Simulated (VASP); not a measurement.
OSZICAR of a VASP run on CdCu2GeSe4 (space group I-42m):

File OSZICAR:
```
       N       E                     dE             d eps       ncg     rms          rms(c)
DAV:   1     0.601055125749E+03    0.60106E+03   -0.23034E+04   594   0.175E+03
DAV:   2     0.645228024961E+02   -0.53653E+03   -0.51965E+03   516   0.530E+02
DAV:   3    -0.307791678178E+02   -0.95302E+02   -0.93550E+02   685   0.174E+02
DAV:   4    -0.368411228498E+02   -0.60620E+01   -0.60096E+01   664   0.479E+01
DAV:   5    -0.370577042188E+02   -0.21658E+00   -0.21636E+00   736   0.922E+00    0.134E+01
DAV:   6    -0.369008231879E+02    0.15688E+00   -0.33342E+01   733   0.847E+01    0.975E+00
DAV:   7    -0.350686830055E+02    0.18321E+01   -0.83346E+00   664   0.665E+01    0.548E+00
DAV:   8    -0.352606176688E+02   -0.19193E+00   -0.34998E+00   800   0.201E+01    0.345E+00
DAV:   9    -0.351264017002E+02    0.13422E+00   -0.12488E+00   717   0.190E+01    0.670E-01
DAV:  10    -0.351235466367E+02    0.28551E-02   -0.10007E-01   760   0.554E+00    0.196E-01
DAV:  11    -0.351239498539E+02   -0.40322E-03   -0.10473E-02   808   0.128E+00    0.112E-01
DAV:  12    -0.351238358147E+02    0.11404E-03   -0.14566E-03   776   0.670E-01    0.257E-02
DAV:  13    -0.351238351592E+02    0.65553E-06   -0.11086E-04   784   0.118E-01    0.176E-02
DAV:  14    -0.351238357077E+02   -0.54848E-06   -0.13934E-05   680   0.177E-02    0.568E-03
DAV:  15    -0.351238358794E+02   -0.17170E-06   -0.16188E-06   352   0.239E-02
   1 F= -.35123836E+02 E0= -.35117473E+02  d E =-.127259E-01
```

Problem. Which electronic solver shows in the log?

Solution. It is blocked Davidson (ALGO = Normal, or the opening steps of other solvers). The INCAR had ALGO = Normal.

Problem. Can the final energy be trusted as converged?

Solution. The calculation finished and met its thresholds. It stopped with EDIFF = 1E-6, NELM = 100 (LDA (Ceperley-Alder, Perdew-Zunger), plane waves, VASP's LDA PAW potentials (set 64)).

The structure comes from a measured CdCu2GeSe4 entry of the Crystallography Open Database, whose conditions weren't checked. The cell was not relaxed at this level. The k-mesh is coarse (spacing up to 0.52 per Å, 2π included), so the numbers may not be converged in it.
